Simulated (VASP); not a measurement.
Given:

```xyz
2
Lattice="0.0000 3.3596 3.3596 3.3596 0.0000 3.3596 3.3596 3.3596 0.0000" Properties=species:S:1:pos:R:3 pbc="T T T"
In     0.0000     0.0000     0.0000
Bi     1.6798     1.6798     1.6798
```

Calculation: PBEsol GGA, VASP's PBE PAW potentials (set 64) (plane waves; VASP). Run with 400 eV cut-off, Gaussian smearing of 0.050 eV, potentials In_d Bi_d.

Unless said otherwise, spin-orbit coupling is left out, though it shifts the bands of the heavy elements here.

Problem. Predict the band gap (along the path) with the smallest direct gap where there is one.

Solution. 
```yaml
band gap (along the path): none (metal, semimetal or under 0.01 eV)
```

Only differences to runs with the same potentials and settings are physical.

The structure was generated: InBi was put into the zinc blende type (F-43m), which need not be its known phase. It was relaxed first.
